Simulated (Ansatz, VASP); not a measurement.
# Two plane-wave programs on SeS4

```
CELL_PARAMETERS angstrom
4.66557 0.00000 0.00000
0.00000 4.66557 0.00000
0.00000 0.00000 4.66557
ATOMIC_POSITIONS crystal
Se 0.00000 0.00000 0.00000
S 0.30978 0.69022 0.69022
S 0.69022 0.30978 0.69022
S 0.69022 0.69022 0.30978
S 0.30978 0.30978 0.30978
```

Change from the starting cell: species swapped into the SnI4 type (P-43m, No. 215).

Alike in both runs: functional PBE; k mesh 8 × 8 × 8; occupations gaussian, width 0.1 eV; no spin polarisation.

Ansatz relaxed the structure, and its values are those at the end. VASP's run is a single point on that final structure, the one shown.

|  | VASP | Ansatz |
| --- | --- | --- |
| version | VASP 6.6.1 | Ansatz 0.2.0 |
| potentials or method | VASP PAW PBE potentials, release 64 (Se, S) | scalar-relativistic, plane waves, PAW |
| plane-wave cutoff (eV) | 520 | 420 |
| valence electrons in the cell | 30 | 40 |

```csv
,VASP,Ansatz,Ansatz less VASP
gap on the k mesh at the Fermi level (eV),none,none,-
pressure (GPa),-0.1,0.0,+0.11
rms of the force components (eV/Å),0.002,0.005,+0.0028
```

A gap of «none» marks a metal or a gap that the smearing closes. The two sets of potentials don't hold the same shells in valence.
